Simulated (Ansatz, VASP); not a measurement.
# CsPbBr3 in two plane-wave programs

Wanted: the spread between two codes on one cell, functional and k mesh. The cell is taken from a series of runs on this material, whose earlier steps may have relaxed, scaled, displaced or heated it; both programs get it as it stands.

Program: Ansatz 0.2.0. Level of theory: plane waves, with VASP 6.6.1 beside it; G0W0 gap at PBE. Results are calculated unless marked as measured.

### 1. Set-up

The structure is cubic, space group Pm-3m (No. 221). Conventional cell: a = 5.949 Å, b = 5.949 Å, c = 5.949 Å, α = 90.00°, β = 90.00°, γ = 90.00°. Nearest to Cs lie 12 Br at 4.21 Å. Pb has 6 Br at 2.97 Å nearest. Nearest to Br lie 2 Pb at 2.97 Å and 4 Cs at 4.21 Å. Farther neighbours and most contacts between anions are not listed.

As a file:

```
Cs Pb Br
1.0
     5.94863    0.00000    0.00000
     0.00000    5.94863    0.00000
     0.00000    0.00000    5.94863
Cs Pb Br
1 1 3
Direct
  0.00000 0.00000 0.00000
  0.50000 0.50000 0.50000
  0.50000 0.50000 0.00000
  0.50000 0.00000 0.50000
  0.00000 0.50000 0.50000
```

### 2. VASP: G0W0 gap, PBE

Quasiparticle shifts depend on high empty states and on the cores, so they are the hardest test of two PAW sets.

Lines of VASP's logs that name or quote its potential files are left out, and so is its time.

The run reads the wave functions of an earlier VASP run, which isn't shown here.

Input file INCAR:

```
SYSTEM = CsPbBr3
PREC = Accurate
ENCUT = 300
ISMEAR = 0
SIGMA = 0.01
LREAL = .FALSE.
GGA = PE
NBANDS = 222
ALGO = EVGW0
NELMGW = 1
ENCUTGW = 141.5
NOMEGA = 64
PRECFOCK = Fast
NBANDSGW = 31
LWAVE = .FALSE.
LCHARG = .FALSE.
```

Input file POSCAR:

```
CsPbBr3
1.0
    5.9486308200      0.0000000000      0.0000000000
    0.0000000000      5.9486308200      0.0000000000
    0.0000000000      0.0000000000      5.9486308200
Cs Pb Br
1 1 3
Direct
    0.0000000000      0.0000000000      0.0000000000
    0.5000000000      0.5000000000      0.5000000000
    0.5000000000      0.5000000000      0.0000000000
    0.5000000000      0.0000000000      0.5000000000
    0.0000000000      0.5000000000      0.5000000000
```

Input file KPOINTS:

```
Automatic mesh
0
Gamma
2 2 2
0 0 0
```

Potentials, in the order of the species: Cs_sv_GW, Pb_d_GW and Br_GW (PBE family, release 64).

The run is started by

```sh
$ export OMP_NUM_THREADS=3
$ mpirun -np 1 vasp_std
```

Numbers of over 12 decimals in the logs are rounded to 6 here.

Output:

```text
[banner, memory and clock lines left out]
running    1 mpi-ranks, on    1 nodes
 distrk:  each k-point on    1 cores,    1 groups
 distr:  one band on    1 cores,    1 groups
 Offloading initialized ...    1 GPUs detected
 POSCAR found type information on POSCAR CsPbBr
 POSCAR found :  3 types and       5 ions
|                                                                             |
|           W    W    AA    RRRRR   N    N  II  N    N   GGGG   !!!           |
|           W    W   A  A   R    R  NN   N  II  NN   N  G    G  !!!           |
|           W    W  A    A  R    R  N N  N  II  N N  N  G       !!!           |
|           W WW W  AAAAAA  RRRRR   N  N N  II  N  N N  G  GGG   !            |
|           WW  WW  A    A  R   R   N   NN  II  N   NN  G    G                |
|           W    W  A    A  R    R  N    N  II  N    N   GGGG   !!!           |
|                                                                             |
|     The default for ENCUTGWSOFT is different in this version of VASP.       |
|     please manually set ENCUTGWSOFT =141.5 in the INCAR file.               |
|                                                                             |

 LDA part: xc-table for (Slater+PW92), standard interpolation
 found WAVECAR, reading the header
 POSCAR, INCAR and KPOINTS ok, starting setup
 FFT: planning ... GRIDC
 FFT: planning ... GRID_SOFT
 FFT: planning ... GRID
 reading WAVECAR
 the WAVECAR file was read successfully
 initial charge from wavefunction
 available memory per node:   1656.27 GB, setting MAXMEM to   1696015

 The Fermi energy was updated, please check that it is located mid-gap
 values below the HOMO (VB) or above the LUMO (CB) will cause erroneous energies
 E-fermi :   1.4628

 calculate exact exchange contribution
 the WAVEDER file was read successfully
|                                                                             |
|           W    W    AA    RRRRR   N    N  II  N    N   GGGG   !!!           |
|           W    W   A  A   R    R  NN   N  II  NN   N  G    G  !!!           |
|           W    W  A    A  R    R  N N  N  II  N N  N  G       !!!           |
|           W WW W  AAAAAA  RRRRR   N  N N  II  N  N N  G  GGG   !            |
|           WW  WW  A    A  R   R   N   NN  II  N   NN  G    G                |
|           W    W  A    A  R    R  N    N  II  N    N   GGGG   !!!           |
|                                                                             |
|     Automatic setting of frequency mesh for GW failed. Frequency mesh       |
|     properly not suitable for determining QP energies. Consider             |
|     increasing number of kpoints.                                           |
|                                                                             |

energies w=
    0.000    0.000    1.444    0.000    2.885    0.000    4.321    0.000
    5.748    0.000    7.164    0.000    8.568    0.000    9.957    0.000
   11.331    0.000   12.688    0.000   14.027    0.000   15.350    0.000
   16.655    0.000   17.943    0.000   19.215    0.000   20.473    0.000
   21.717    0.000   22.948    0.000   24.169    0.000   25.381    0.000
   26.586    0.000   27.787    0.000   28.984    0.000   30.181    0.000
   31.380    0.000   32.583    0.000   33.793    0.000   35.013    0.000
   36.245    0.000   37.494    0.000   38.762    0.000   40.052    0.000
   41.369    0.000   42.718    0.000   44.101    0.000   45.526    0.000
   46.996    0.000   48.519    0.000   50.102    0.000   51.751    0.000
   53.476    0.000   55.286    0.000   57.194    0.000   59.212    0.000
   61.354    0.000   63.638    0.000   66.085    0.000   68.718    0.000
   71.565    0.000   74.661    0.000   78.045    0.000   81.767    0.000
   85.888    0.000   90.481    0.000   95.641    0.000  101.487    0.000
  108.172    0.000  115.897    0.000  124.930    0.000  135.641    0.000
  148.544    0.000  164.387    0.000  184.295    0.000  210.042    0.000
 responsefunction array rank=     840
 LDA part: xc-table for (Slater+PW92), standard interpolation

 min. memory requirement per mpi rank   1595.4 MB, per node   1595.4 MB

 allocating  64 responsefunctions rank=   840
 shmem allocating  64 responsefunctions rank=   840
 response function shared by NCSHMEM nodes    1
 Doing            64  frequencies on each core in blocks of            64
NQ=   1    0.0000    0.0000    0.0000,
|.........|.........|.........|.........|.........|.........|.........|.........
 performed        128000 updates of chi_q(r,r)
 total number of BLAS operations        655.19 Gflops
NQ=   2    0.5000    0.0000    0.0000,
|.........|.........|.........|.........|.........|.........|.........|.........
 performed        311000 updates of chi_q(r,r)
 total number of BLAS operations       1641.44 Gflops
NQ=   3    0.5000    0.5000    0.0000,
|.........|.........|.........|.........|.........|.........|.........|.........
 performed        494000 updates of chi_q(r,r)
 total number of BLAS operations       2542.99 Gflops
NQ=   4    0.5000    0.5000    0.5000,
|.........|.........|.........|.........|.........|.........|.........|.........
 performed        622000 updates of chi_q(r,r)
 total number of BLAS operations       3267.15 Gflops
 resolving degeneracies of screened two electron integrals

 calculate QP shifts <psi_nk| G(iteration)W_0 |psi_nk>: iteration 1
 entering main loop
```

Parts of OUTCAR (step 2):

```text
ion  position               nearest neighbor table
   1  0.000  0.000  0.000-
   2  0.500  0.500  0.500-   3 2.97   4 2.97   5 2.97   3 2.97   4 2.97   5 2.97
   3  0.500  0.500  0.000-   2 2.97   2 2.97
   4  0.500  0.000  0.500-   2 2.97   2 2.97
   5  0.000  0.500  0.500-   2 2.97   2 2.97

  LATTYP: Found a simple cubic cell.
 ALAT       =     5.9486308200

 Subroutine GETGRP returns: Found 48 space group operations
 (whereof 48 operations were pure point group operations)

The static configuration has the point symmetry O_h .

 Found      4 irreducible k-points:

   k-points           NKPTS =      4   k-points in BZ     NKDIM =      8   number of bands    NBANDS=    222

   dimension x,y,z NGX =    36 NGY =   36 NGZ =   36
   dimension x,y,z NGXF=    72 NGYF=   72 NGZF=   72

   ENCUT  =  300.0 eV  22.05 Ry    4.70 a.u.   8.40  8.40  8.40*2*pi/ulx,y,z

   NELECT =      46.0000    total number of electrons

  energy-cutoff  :      300.00
  volume of cell :      210.50
      direct lattice vectors                 reciprocal lattice vectors
     5.948630820  0.000000000  0.000000000     0.168105910  0.000000000  0.000000000
     0.000000000  5.948630820  0.000000000     0.000000000  0.168105910  0.000000000
     0.000000000  0.000000000  5.948630820     0.000000000  0.000000000  0.168105910

 k-points in reciprocal lattice and weights: Automatic mesh
   0.00000000  0.00000000  0.00000000       0.125
   0.50000000  0.00000000  0.00000000       0.375
   0.50000000  0.50000000  0.00000000       0.375
   0.50000000  0.50000000  0.50000000       0.125

 E-fermi :   1.4628

 QP shifts <psi_nk| G(iteration)W_0 |psi_nk>: iteration 1
 for sc-GW calculations column KS-energies equals QP-energies in previous step
 and V_xc(KS)=  KS-energies - (<T + V_ion + V_H > + <T+V_H+V_ion>^1  + <V_x>^1)
 k-point   1 :       0.0000    0.0000    0.0000
  band No.  KS-energies  QP-energies   sigma(KS)   V_xc(KS)     V^pw_x(r,r')   Z            occupation Imag(sigma)
    ...
     20      -1.1909      -2.4764     -13.7877     -12.1649     -16.2044       0.7921       2.0000       0.6312
     21      -1.0901      -2.2913     -13.9413     -12.4251     -16.3102       0.7923       2.0000       0.6146
     22      -1.0901      -2.2913     -13.9413     -12.4251     -16.3102       0.7923       2.0000       0.6146
     23      -1.0901      -2.2913     -13.9413     -12.4251     -16.3102       0.7923       2.0000       0.6146
     24       3.8533       4.3212      -5.4135      -5.9630      -2.4511       0.8513       0.0000      -0.4597
     25       5.0188       5.6695      -5.4430      -6.2070      -2.5599       0.8516       0.0000      -0.4672
     26       5.0188       5.6695      -5.4430      -6.2070      -2.5599       0.8516       0.0000      -0.4672
     27       5.7457       6.5262      -6.1563      -7.0794      -3.1476       0.8456       0.0000      -0.4864
    ...

 k-point   2 :       0.5000    0.0000    0.0000
  band No.  KS-energies  QP-energies   sigma(KS)   V_xc(KS)     V^pw_x(r,r')   Z            occupation Imag(sigma)
    ...
     20      -1.3087      -2.6115     -13.5049     -11.8647     -15.8827       0.7943       2.0000       0.6307
     21      -1.1838      -2.4286     -13.7784     -12.2083     -16.1596       0.7929       2.0000       0.6230
     22      -1.1838      -2.4286     -13.7784     -12.2083     -16.1596       0.7929       2.0000       0.6230
     23      -0.6167      -1.8046     -14.3432     -12.8548     -16.2882       0.7981       2.0000       0.5323
     24       3.2314       3.8499      -9.2958     -10.0456      -6.4175       0.8249       0.0000      -0.4987
     25       5.2708       5.9561      -6.0699      -6.8796      -3.1036       0.8463       0.0000      -0.4847
     26       5.8728       6.3698      -5.6364      -6.2226      -2.5979       0.8478       0.0000      -0.5026
     27       5.9377       6.8319      -9.5327     -10.6147      -6.4074       0.8264       0.0000      -0.6232
    ...

 k-point   3 :       0.5000    0.5000    0.0000
  band No.  KS-energies  QP-energies   sigma(KS)   V_xc(KS)     V^pw_x(r,r')   Z            occupation Imag(sigma)
    ...
     20      -1.3989      -2.7439     -13.4976     -11.8034     -15.9003       0.7939       2.0000       0.6396
     21      -1.3397      -2.5874     -14.3026     -12.7311     -16.6682       0.7940       2.0000       0.6089
     22      -0.7444      -1.9315     -14.1386     -12.6368     -16.4943       0.7904       2.0000       0.5989
     23       0.0292      -1.1081     -14.3762     -12.9613     -16.0156       0.8038       2.0000       0.4764
     24       2.7818       3.3481      -8.9651      -9.6502      -6.1335       0.8267       0.0000      -0.4743
     25       2.7818       3.3481      -8.9651      -9.6502      -6.1335       0.8267       0.0000      -0.4743
     26       5.5307       6.3570      -9.4498     -10.4519      -6.4026       0.8246       0.0000      -0.5863
     27       6.0024       6.9989      -6.2080      -7.3862      -3.1609       0.8457       0.0000      -0.5014
    ...

 k-point   4 :       0.5000    0.5000    0.5000
  band No.  KS-energies  QP-energies   sigma(KS)   V_xc(KS)     V^pw_x(r,r')   Z            occupation Imag(sigma)
    ...
     20      -0.7335      -1.9193     -14.1644     -12.6640     -16.5240       0.7904       2.0000       0.5990
     21      -0.7335      -1.9193     -14.1644     -12.6640     -16.5240       0.7904       2.0000       0.5990
     22      -0.7335      -1.9193     -14.1644     -12.6640     -16.5240       0.7904       2.0000       0.5990
     23       0.6555      -0.4286     -14.4764     -13.1325     -15.8733       0.8067       2.0000       0.4347
     24       2.2701       2.7843      -8.4385      -9.0587      -5.6123       0.8290       0.0000      -0.4584
     25       2.2701       2.7843      -8.4385      -9.0587      -5.6123       0.8290       0.0000      -0.4584
     26       2.2701       2.7843      -8.4385      -9.0587      -5.6123       0.8290       0.0000      -0.4584
     27       5.3477       5.9626      -5.4581      -6.1822      -2.4109       0.8491       0.0000      -0.4800
    ...
```

### 3. Ansatz: G0W0 gap, PBE

Ansatz runs on its default PAW (the set named soft_2) files.

The same cell, functional and mesh now go to Ansatz, which takes its cutoff from its data sets.

Input file input.yaml:

```yaml
crystal:
  lattice:
    - [5.94863082, 0.0, 0.0]
    - [0.0, 5.94863082, 0.0]
    - [0.0, 0.0, 5.94863082]
  atoms:
    - { symbol: Cs, position: [0.0, 0.0, 0.0] }
    - { symbol: Pb, position: [0.5, 0.5, 0.5] }
    - { symbol: Br, position: [0.5, 0.5, 0.0] }
    - { symbol: Br, position: [0.5, 0.0, 0.5] }
    - { symbol: Br, position: [0.0, 0.5, 0.5] }
kpoints:
  mp_grid: { grid: [2, 2, 2] }
hamiltonian:
  xc: pbe
scf:
  occupations: { method: fixed }
gw:
  n_empty_bands: 199
  ecut_chi: 141.5
  qp_bands: [v2, c2]
  qp_kpoints: [[0.5, 0.5, 0.5], [0.0, 0.0, 0.0]]
  screening: { model: contour_deformation }
```

The run is started by

```sh
$ ansatz run input.yaml --threads 4 --pin off --max-ram 14745MiB --backend cpu --events-out ev --progress --plain --runs-dir out
```

Output:

```text
Engine: ansatz 0.2.0, aarch64-unknown-linux-gnu
Pseudopotentials: kind: paw
Pseudopotential: Cs, paw, valence charge 9, recommended cutoff 420 eV (normal), Cs.paw.azcp
Pseudopotential: Pb, paw, valence charge 14, recommended cutoff 420 eV (normal), Pb.paw.azcp
Pseudopotential: Br, paw, valence charge 7, recommended cutoff 420 eV (normal), Br.paw.azcp
Functional definition: PBE
  parameter kappa = 0.804
  parameter beta = 0.066725
  exchange = pbe_x(kappa = kappa, mu = beta*pi^2/3)
  correlation = pbe_c(beta = beta)
Crystal: 5 atoms, lattice volume = 210.499 Å³
Basis set: ecut = 420 eV, 4067 PW (Γ)
Bands: 27, of which v1, the nominal top of the filled ones, is band 22 counted from 1 (21 counted from 0)
Symmetry: 48 space group operations
Space group: Pm-3m (ITA 221), of the structure as read, at distance tolerance 5.9e-5 Å
k-points: 4 of 8
Non-local potential: Cs, projectors of the file, l = 0: 3, l = 1: 2, l = 2: 2, l = 3: 2
Non-local potential: Pb, projectors of the file, l = 0: 2, l = 1: 2, l = 2: 2, l = 3: 2
Non-local potential: Br, projectors of the file, l = 0: 2, l = 1: 2, l = 2: 2
PAW form: soft (Blöchl's): semilocal exchange-correlation on the pseudo side does not see the compensation charge
PAW one-centre angular grid: Cs, 194 points (default); XC on 64 Gauss nodes
PAW one-centre angular grid: Pb, 590 points (default); XC on 64 Gauss nodes
PAW one-centre angular grid: Br, 110 points (default); XC on 64 Gauss nodes
Initial density: superposition of atomic densities (neutral atoms: chi_scale 0, normalization atom), corrected by the library's trained network
Initial wavefunctions: pseudopotential atomic-orbital guess
Functional: x = pbe(κ = 0.804, μ = 0.219515), c = pbe(β = 0.066725)
SCF iter   1: F=—  HF=-25932.657101 eV  |F-HF|=—  |Δ(HF+E_count)|=         —  Δρ=3.89e-3  dr2=4.41e-2  ethr=1.77e-3  ⟨swp⟩=5.8  Hψ=444  notcnv=0  defer=10
preconditioner: auto → Resta (q_TF=auto, 2.102 Å⁻¹)  ε∞=2.7  [insulator: Δε(μ)=1.692 eV  Ē_g=12.663 eV  n_scr=26 (ndim 8)  ℏωp=16.6 eV  f_vac=0.061  ε∞_Penn≈2.7]
SCF iter   2: F=—  HF=-25932.645574 eV  |F-HF|=—  |Δ(HF+E_count)|=   1.15e-2  Δρ=1.79e-3  dr2=7.35e-3  ethr=1.00e-4  ⟨swp⟩=2.8  Hψ=191  notcnv=0  defer=10
SCF iter   3: F=—  HF=-25932.644074 eV  |F-HF|=—  |Δ(HF+E_count)|=   1.50e-3  Δρ=3.76e-4  dr2=3.64e-4  ethr=1.67e-5  ⟨swp⟩=2.8  Hψ=159  notcnv=0  defer=10
SCF iter   4: F=—  HF=-25932.644071 eV  |F-HF|=—  |Δ(HF+E_count)|=   2.85e-6  Δρ=4.83e-5  dr2=7.68e-6  ethr=8.27e-7  ⟨swp⟩=2.2  Hψ=186  notcnv=0  defer=10
SCF iter   5: F=—  HF=-25932.644075 eV  |F-HF|=—  |Δ(HF+E_count)|=   3.37e-6  Δρ=7.53e-6  dr2=2.99e-7  ethr=1.75e-8  ⟨swp⟩=2.2  Hψ=178  notcnv=0  defer=10
SCF iter   6: F=-25932.644075 eV  HF=-25932.644075 eV  |F-HF|=8.83e-9  |Δ(HF+E_count)|=   1.02e-7  Δρ=1.70e-6  dr2=1.18e-8  ethr=2.27e-10  ⟨swp⟩=11.8  Hψ=557  notcnv=0
SCF 1 converged in 6 iterations: F = -25932.644075 eV  dr2 = 1.18e-8
  greatest PAW one-centre occupation: 0.983 electrons in one spin orbital (limit 2), on the Pb atom at site 1 (counted from 0), in its partial waves of l = 2
NSCF: frozen V_eff on 4 k-points
G₀W₀ screening: q 1/4
[... further progress lines ...]
SCF converged after 6 iterations
Free energy (F): -25932.644075 eV
Harris-Foulkes:  -25932.644075 eV  (|F-HF|=8.83e-9)
Internal energy: -25932.644075 eV  (E = F + TS)
E sigma→0 (E₀):  -25932.644075 eV
Fermi energy:    3.291879 eV
--- Per-component energies (eV) ---
  E_band       = -254.442217
  E_kinetic    = 830.257307
  E_local      = -2704.348247  (includes V_loc(G=0)·N_el)
  E_nonlocal   = 591.122910
  E_hartree    = 991.550849
  E_xc         = -1190.459377
  E_vxc        = -571.411367  (∫ρ·V_xc dr)
  E_paw        = -22208.063732  (= ΣΔE_a)
  E_vpaw       = -383.164790  (= ΣTr[D̂ρ^β])
  E_aug_tail   = 0.000041  (compensation charges beyond the density's cutoff)
  E_ewald      = -2242.703825
  E_smearing   = -0.000000  (= −TS)
  E_closure    = -0.000000  (closes the sum)
  Σ components = -25932.644075   (vs F -25932.644075, Δ=0.00e0)
--- Band table (eV) ---
  k-point 0: bands = [... 18 lower, 1.4345, 1.5358, 1.5358, 1.5358, 6.4842, 7.6459, 7.6459, 8.3701, ... 1 higher]
  k-point 1: bands = [... 18 lower, 1.3168, 1.4420, 1.4420, 2.0125, 5.8669, 7.8990, 8.5101, 8.5718, ... 1 higher]
  k-point 2: bands = [... 18 lower, 1.2262, 1.2842, 1.8809, 2.6622, 5.4170, 5.4170, 8.1643, 8.6311, ... 1 higher]
  k-point 3: bands = [... 18 lower, 1.8917, 1.8917, 1.8917, 3.2919, 4.9051, 4.9051, 4.9051, 7.9729, ... 1 higher]
--- G₀W₀: contour deformation, 6 samples at zero and on the imaginary axis and 1 off it, 8 q-points, 199 empty bands' worth ---
  eigenvalues of the whole cell's RPA ε∞ on this k-mesh (on a slab, of 1 + 4πα/V) = 9.9120, 9.9120, 9.9120; static W/v taken at q = 0 is 0.100888
  bands read: the sum over 221 bands ends inside a degenerate multiplet in 3 slots, whose members it reads at an even weight; the widest, k=3: bands 220 to 222 (counted from 1) at 2/3 each
    ik  band        ε_KS         Σx   Σc(E_QP)       V_xc       Z   E_QP_lin       E_QP  E_QP is
     0    21      1.5358   -19.2203     3.1233   -15.3349  0.7228     0.7497     0.7737  root
     0    22      1.5358   -19.2203     3.1233   -15.3349  0.7228     0.7497     0.7737  root
     0    23      6.4842    -3.5187    -3.3870    -7.0335  0.7953     6.6125     6.6120  root
     0    24      7.6459    -3.2740    -3.3674    -6.9221  0.7939     7.9289     7.9266  root
     3    21      1.8917   -19.5617     3.1035   -15.6943  0.7258     1.1045     1.1279  root
     3    22      3.2919   -19.8484     1.8606   -17.5781  0.7499     2.8772     2.8822  root
     3    23      4.9051    -7.6128    -3.4109   -11.5474  0.7686     5.4374     5.4288  root
     3    24      4.9051    -7.6128    -3.4109   -11.5474  0.7686     5.4374     5.4288  root
```

In the SCF lines HF is the Harris–Foulkes energy and dr2 the Hartree energy of the density residual, in eV; the loop may stop once dr2 is under the threshold and the program's other checks hold. Hψ counts applications of the Hamiltonian.

### 4. Side by side

Known differences besides the potentials themselves: fixed occupations in Ansatz, narrow Gaussian smearing in VASP; the data sets hold 44 valence electrons in Ansatz (on its default PAW (the set named soft_2) files) and 46 in VASP; the cutoff is 420 eV in Ansatz and 300 eV in VASP; VASP leaves aspherical gradient terms in its spheres out (LASPH is not set), Ansatz keeps them; Ansatz integrates over frequency by contour deformation, VASP on a grid of NOMEGA points; Ansatz's G0W0 levels solve the quasiparticle equation, VASP's are linearised. Total energies have different zeros and are not compared.

The two programs side by side:

```csv
quantity,Ansatz,VASP,difference
G0W0 gap on the mesh (eV),2.55,3.21,-0.67
Kohn-Sham gap under it (eV),1.61,1.61,0.00
```

VASP's log warns that its frequency grid doesn't suit quasiparticle energies on this mesh.

### 5. Summary of results

```yaml
difference_in_g0w0_gap_on_the_mesh_g0w0_gap_pbe: -0.67 eV
```

What this shows: The difference in G0W0 gap on the mesh is -0.67 eV (G0W0 gap, PBE). The data sets hold unlike numbers of valence electrons (44 in Ansatz and 46 in VASP), so part of the differences comes from the potentials. Part of the difference in the G0W0 gap can come from VASP's linearised levels. Such differences can come from data sets, numerical settings and the points named under the comparisons, not from the functional's error against experiment.

[Lines on the potential files, build, host, timing and source positions are cut from VASP's logs without a mark.]

[Logs are printed without paths, hosts, clocks, repeated set-up lines and the standing remarks that a program may print on its own settings, such as how far it seeks lower states.]

[Hosts, paths, dates, database ids (printed as entryN), source tags and the programs' standing remarks are cut or masked in the printed files.]
